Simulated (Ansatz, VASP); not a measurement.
# C (amorphous carbon at 2.39 g/cm^3): VASP beside Ansatz, part 2 of 2

Wanted: the spread between two codes on one cell, functional and k mesh. Of the first pair: The cell is taken from a series of runs on this material, whose earlier steps may have relaxed, scaled, displaced or heated it; both programs get it as it stands.

VASP 6.6.1 and Ansatz 0.2.0.

So far. Step 2 (VASP: single point, PBE, pair 1): The run ends at a pressure of 3.72 GPa, with forces up to 5.1 eV/Å.

**6. VASP: single point, PBE, pair 2**

Level of this step: PBE; plane waves and PAW (C) (VASP).

The same cell, functional, mesh and smearing now go to VASP, with its own data sets.

INCAR

```
SYSTEM = C
PREC = Accurate
ENCUT = 600
EDIFF = 1E-06
NELM = 120
ISMEAR = -1
SIGMA = 0.025
LREAL = Auto
ALGO = Normal
GGA = PE
NBANDS = 264
LORBIT = 11
LWAVE = .FALSE.
LCHARG = .FALSE.
ISIF = 2
LASPH = .TRUE.
GGA_COMPAT = .FALSE.
EFERMI = MIDGAP
NCORE = 2
```

POSCAR

```
C
1.0
    9.2849000000      0.0000000000      0.0000000000
    0.0000000000      9.2849000000      0.0000000000
    0.0000000000      0.0000000000      9.2849000000
C
96
Direct
    0.8654900000      0.4185000000      0.8868900000
    0.3644200000      0.1178400000      0.2648100000
    0.5161300000      0.2006400000      0.6035700000
    0.4520900000      0.5869900000      0.3834800000
    0.1667500000      0.9138900000      0.3447500000
    0.0090900000      0.3105300000      0.3211300000
    0.8130200000      0.5641900000      0.9281300000
    0.9138500000      0.8475900000      0.4312200000
    0.0484900000      0.6191000000      0.4677700000
    0.2151400000      0.7722200000      0.3235800000
    0.9025000000      0.1931500000      0.3183300000
    0.0254000000      0.9409600000      0.3862700000
    0.7115800000      0.8587400000      0.1665700000
    0.1671900000      0.2624000000      0.9932000000
    0.2950900000      0.0330900000      0.5240900000
    0.1038500000      0.6349100000      0.0444000000
    0.4133200000      0.4925600000      0.8673300000
    0.9002500000      0.3042200000      0.9947800000
    0.1815100000      0.3570700000      0.6711900000
    0.1560700000      0.2188400000      0.7341000000
    0.5944300000      0.8966500000      0.8770300000
    0.7738900000      0.7238700000      0.2019300000
    0.1018300000      0.9303100000      0.7600400000
    0.8511600000      0.4762100000      0.6067000000
    0.6603500000      0.5424100000      0.9721200000
    0.9047100000      0.2464400000      0.6738800000
    0.1082100000      0.4986700000      0.6928300000
    0.5950900000      0.1612200000      0.8365900000
    0.5151300000      0.5877100000      0.5265100000
    0.1457800000      0.1632400000      0.8690500000
[... 60 atom lines left out ...]
    0.1820100000      0.6426800000      0.3914200000
    0.4108400000      0.3575800000      0.9389600000
    0.6669500000      0.9914300000      0.4512100000
    0.4823300000      0.0240300000      0.1855400000
    0.0520700000      0.6471900000      0.9026100000
    0.3069100000      0.5606000000      0.3166500000
```

KPOINTS

```
Automatic mesh
0
Gamma
1 1 1
0 0 0
```

Potentials, in the order of the species: C (PBE family, release 64).

Started as:

```console
> mpirun -np 8 vasp_gam
```

Numbers of over 12 decimals in the logs are rounded to 6 here.

Log:

```text
[... set-up lines as in an earlier step ...]
 entering main loop
       N       E                     dE             d eps       ncg     rms          rms(c)
DAV:   1     0.281572636729E+04    0.28157E+04   -0.24533E+05   528   0.163E+03
DAV:   2    -0.570225244696E+03   -0.33860E+04   -0.31793E+04   656   0.350E+02
DAV:   3    -0.841169276192E+03   -0.27094E+03   -0.26079E+03   648   0.947E+01
DAV:   4    -0.848767167010E+03   -0.75979E+01   -0.75321E+01   624   0.169E+01
[...]
DAV:  16    -0.800173697540E+03   -0.16168E-04   -0.18766E-05   608   0.955E-03    0.634E-03
DAV:  17    -0.800173701187E+03   -0.36468E-05   -0.49062E-06   544   0.461E-03    0.284E-03
DAV:  18    -0.800173702086E+03   -0.89979E-06   -0.12218E-06   416   0.237E-03
   1 F= -.80017370E+03 E0= -.80017194E+03  d E =-.351455E-02
```

OUTCAR, selected parts (step 6):

```text
  FREE ENERGIE OF THE ION-ELECTRON SYSTEM (eV)
  ---------------------------------------------------
  free  energy   TOTEN  =      -800.1737020864 eV

  energy  without entropy=     -800.1701875320  energy(sigma->0) =     -800.17194481
```

The run ends at a pressure of 1.62 GPa, with forces up to 0.086 eV/Å.

**7. Side by side**

What differs besides the data sets and the points named for the pairs above, as far as they apply: the cutoff is 420 eV in Ansatz and 600 eV in VASP (PREC = Accurate, projectors in real space). Total energies have different zeros and are not compared.

The two programs side by side:

| quantity | Ansatz | VASP | difference |
| --- | --- | --- | --- |
| pressure (GPa) | 1.63 | 1.62 | +0.01 |
| gap on the k mesh (eV) | 0.259 | 0.258 | +0.001 |

The largest component of a force difference here is 60 meV/Å. A gap on the mesh is an upper bound, since the band edges may lie between its points.

**8. Ansatz: relaxation, PBE**

The two programs are compared at the cell with which this relaxation starts, whose forces are those of its first step.

The structure compared here is the start of the Ansatz relaxation; VASP solves that cell, so the two are compared at the walk's first step.

input.yaml

```yaml
crystal:
  lattice:
    - [9.2849, 0.0, 0.0]
    - [0.0, 9.2849, 0.0]
    - [0.0, 0.0, 9.2849]
  atoms:
    - { symbol: C, position: [0.87109, 0.39967, 0.8588] }
    - { symbol: C, position: [0.36032, 0.14918, 0.29317] }
    - { symbol: C, position: [0.52643, 0.1954, 0.6052] }
    - { symbol: C, position: [0.44783, 0.59506, 0.39557] }
    - { symbol: C, position: [0.17264, 0.93591, 0.35378] }
    - { symbol: C, position: [0.00361, 0.30662, 0.32356] }
    - { symbol: C, position: [0.82163, 0.53648, 0.90725] }
    - { symbol: C, position: [0.92023, 0.86395, 0.42533] }
    - { symbol: C, position: [0.05949, 0.6378, 0.46561] }
    - { symbol: C, position: [0.22864, 0.7957, 0.32454] }
    - { symbol: C, position: [0.90262, 0.1883, 0.2999] }
    - { symbol: C, position: [0.02201, 0.96001, 0.36072] }
    - { symbol: C, position: [0.72597, 0.83765, 0.14384] }
    - { symbol: C, position: [0.16124, 0.2748, 0.99485] }
    - { symbol: C, position: [0.29906, 0.04694, 0.54505] }
    - { symbol: C, position: [0.10844, 0.65194, 0.06567] }
    - { symbol: C, position: [0.42334, 0.49703, 0.89449] }
    - { symbol: C, position: [0.90024, 0.2966, 0.97264] }
    - { symbol: C, position: [0.21779, 0.3804, 0.68749] }
    - { symbol: C, position: [0.14076, 0.25251, 0.72183] }
    - { symbol: C, position: [0.57306, 0.88333, 0.87717] }
    - { symbol: C, position: [0.77586, 0.70564, 0.20614] }
    - { symbol: C, position: [0.09095, 0.95084, 0.74894] }
    - { symbol: C, position: [0.86552, 0.47313, 0.59064] }
    - { symbol: C, position: [0.68216, 0.52696, 0.97047] }
    - { symbol: C, position: [0.89347, 0.23164, 0.65727] }
    - { symbol: C, position: [0.13108, 0.51013, 0.69256] }
    - { symbol: C, position: [0.574, 0.1478, 0.84523] }
    - { symbol: C, position: [0.51704, 0.58093, 0.52907] }
    - { symbol: C, position: [0.14643, 0.18969, 0.86258] }
[... 60 atom lines left out ...]
    - { symbol: C, position: [0.19794, 0.65784, 0.39593] }
    - { symbol: C, position: [0.41206, 0.35359, 0.9612] }
    - { symbol: C, position: [0.66384, 0.98027, 0.45117] }
    - { symbol: C, position: [0.52527, 0.01142, 0.1541] }
    - { symbol: C, position: [0.05659, 0.64096, 0.91818] }
    - { symbol: C, position: [0.3056, 0.54988, 0.36282] }
kpoints:
  mp_grid: { grid: [1, 1, 1] }
hamiltonian:
  xc: pbe
scf:
  occupations: { method: fermi_dirac, width: 0.025 }
output:
  forces: true
relax:
  f_tol: 0.04
  max_steps: 250
```

Started as:

```console
> ansatz run input.yaml --threads 4 --pin off --max-ram 8192MiB --backend cpu --events-out ev --progress --plain --runs-dir out
```

Log:

```text
[...]
Crystal: 96 atoms, lattice volume = 800.445 Å³
Basis set: ecut = 420 eV, 15515 PW (Γ), exchange–correlation on 128×128×128 points (8 copies of the dense FFT grid, shifted against one another)
Bands: 288, of which v1, the nominal top of the filled ones, is band 192 counted from 1 (191 counted from 0)
Symmetry: 1 space group operations
[...]
k-points: 1
[...]
SCF iter   1: F=—  HF=-23995.991725 eV  |F-HF|=—  |Δ(HF+E_count)|=         —  Δρ=1.63e-2  dr2=3.17e0  ethr=1.77e-3  ⟨swp⟩=6.0  Hψ=1274  notcnv=0  defer=49
[...]
- { symbol: C, position: [0.364419, 0.117835, 0.264806] }
    - { symbol: C, position: [0.516134, 0.200643, 0.603574] }
    - { symbol: C, position: [0.452089, 0.586987, 0.383479] }
    - { symbol: C, position: [0.166747, 0.913892, 0.344755] }
    - { symbol: C, position: [0.00909434, 0.310530, 0.321131] }
    - { symbol: C, position: [0.813024, 0.564188, 0.928127] }
    - { symbol: C, position: [0.913849, 0.847589, 0.431217] }
[...]
- { symbol: C, position: [0.666954, 0.991434, 0.451214] }
    - { symbol: C, position: [0.482330, 0.024032, 0.185541] }
    - { symbol: C, position: [0.052073, 0.647194, 0.902613] }
    - { symbol: C, position: [0.306910, 0.560596, 0.316647] }
```

**9. VASP: single point, PBE, start cell, pair 3**

The same cell, functional, mesh and smearing now go to VASP, with its own data sets.

INCAR: that of step 6 with these lines changed.

```diff
@@ -2,3 +2,3 @@
 PREC = Accurate
-ENCUT = 600
+ENCUT = 520
 EDIFF = 1E-06
```

POSCAR

```
C
1.0
    9.2849000000      0.0000000000      0.0000000000
    0.0000000000      9.2849000000      0.0000000000
    0.0000000000      0.0000000000      9.2849000000
C
96
Direct
    0.8710917727      0.3996704326      0.8588030027
    0.3603162123      0.1491776971      0.2931749400
    0.5264246249      0.1954032892      0.6051976866
    0.4478346563      0.5950629517      0.3955669959
    0.1726351388      0.9359066872      0.3537787160
    0.0036080087      0.3066161186      0.3235576043
    0.8216351280      0.5364839686      0.9072472509
    0.9202253121      0.8639511465      0.4253249900
    0.0594944480      0.6377990070      0.4656054454
    0.2286400500      0.7957005460      0.3245376902
    0.9026160756      0.1882949736      0.2998955293
    0.0220142382      0.9600103394      0.3607147088
    0.7259744316      0.8376503786      0.1438356902
    0.1612402934      0.2748010210      0.9948518562
    0.2990554556      0.0469364237      0.5450462579
    0.1084448944      0.6519402471      0.0656657584
    0.4233432778      0.4970328167      0.8944845933
    0.9002358668      0.2965998557      0.9726437549
    0.2177944835      0.3804025892      0.6874925955
    0.1407554201      0.2525067583      0.7218279141
    0.5730594837      0.8833266917      0.8771661515
    0.7758618833      0.7056403408      0.2061411539
    0.0909541298      0.9508449202      0.7489364452
    0.8655235921      0.4731337979      0.5906364097
    0.6821613588      0.5269631337      0.9704681795
    0.8934721968      0.2316449289      0.6572714838
    0.1310838027      0.5101293498      0.6925653480
    0.5739964889      0.1477991147      0.8452325819
    0.5170438023      0.5809324818      0.5290740880
    0.1464313024      0.1896950963      0.8625833342
[... 60 atom lines left out ...]
    0.1979450506      0.6578423031      0.3959331818
    0.4120561342      0.3535848528      0.9611950586
    0.6638412907      0.9802690390      0.4511734106
    0.5252722162      0.0114163857      0.1540996672
    0.0565865007      0.6409546683      0.9181789788
    0.3056037222      0.5498820666      0.3628148930
```

KPOINTS is that of step 6.

Started as:

```console
> mpirun -np 8 vasp_gam
```

Log:

```text
[... set-up lines as in an earlier step ...]
 entering main loop
       N       E                     dE             d eps       ncg     rms          rms(c)
DAV:   1     0.261397397395E+04    0.26140E+04   -0.22611E+05   528   0.146E+03
DAV:   2    -0.597276555035E+03   -0.32113E+04   -0.30230E+04   696   0.335E+02
DAV:   3    -0.832442351378E+03   -0.23517E+03   -0.22723E+03   616   0.898E+01
DAV:   4    -0.838691081604E+03   -0.62487E+01   -0.61962E+01   632   0.156E+01
[...]
DAV:  20    -0.790978667650E+03   -0.73012E-05   -0.11370E-05   608   0.754E-03    0.627E-03
DAV:  21    -0.790978669119E+03   -0.14689E-05   -0.31877E-06   456   0.388E-03    0.300E-03
DAV:  22    -0.790978669383E+03   -0.26487E-06   -0.61532E-07   336   0.178E-03
   1 F= -.79097867E+03 E0= -.79093252E+03  d E =-.922992E-01
```

From OUTCAR (step 9):

```text
  FREE ENERGIE OF THE ION-ELECTRON SYSTEM (eV)
  ---------------------------------------------------
  free  energy   TOTEN  =      -790.9786693835 eV

  energy  without entropy=     -790.8863701403  energy(sigma->0) =     -790.93251976
```

The run ends at a pressure of 3.72 GPa, with forces up to 5.1 eV/Å.

**10. Side by side**

Forces on 9 of the 96 atoms, those with the largest forces and the largest differences (eV/Å; atoms numbered as in POSCAR):

```
atom          Ansatz x, y, z            VASP x, y, z
  C7     2.007, 2.869, 0.613     2.004, 2.869, 0.619
 C11    -3.559, 0.979, 0.665    -3.553, 0.980, 0.661
 C21   2.779, -2.046, -1.451   2.762, -2.052, -1.441
 C24    0.168, 0.505, -0.054    0.164, 0.533, -0.075
 C26   -2.802, -3.051, 0.073   -2.803, -3.059, 0.066
 C31   0.968, -2.258, -2.639   0.970, -2.242, -2.672
 C33  -0.119, -3.002, -2.180  -0.132, -3.008, -2.164
 C68   3.597, -0.665, -3.594   3.605, -0.666, -3.592
 C94    -1.204, 2.139, 2.119    -1.214, 2.144, 2.083
```

The forces differ by 11 meV/Å r.m.s., which is 0.8 % of the r.m.s. force of 1.313 eV/Å (both taken over all components).

**11. Summary of results**

```yaml
r_m_s_force_difference_single_point_pbe_pair_1: 0.83 % of the r.m.s. force
r_m_s_force_difference_single_point_pbe_pair_2: 17 meV/Å
r_m_s_force_difference_single_point_pbe_start_cell_pair_3: 0.84 % of the r.m.s. force
```

**Reading.** The r.m.s. force difference is 17 meV/Å (single point, PBE, pair 2), beyond the 12 meV/Å picked in this series as the mark of a large difference. What causes the difference of the single point, PBE, pair 2 pair stays open here. 1 further pair of this series is not shown here. Such differences can come from data sets, numerical settings and the points named under the comparisons, not from the functional's error against experiment.

[Lines on the potential files, build, host, timing and source positions are cut from VASP's logs without a mark.]

[Logs are printed without paths, hosts, clocks, repeated set-up lines and the standing remarks that a program may print on its own settings, such as how far it seeks lower states.]

[Hosts, paths, dates, database ids (printed as entryN), source tags and the programs' standing remarks are cut or masked in the printed files.]
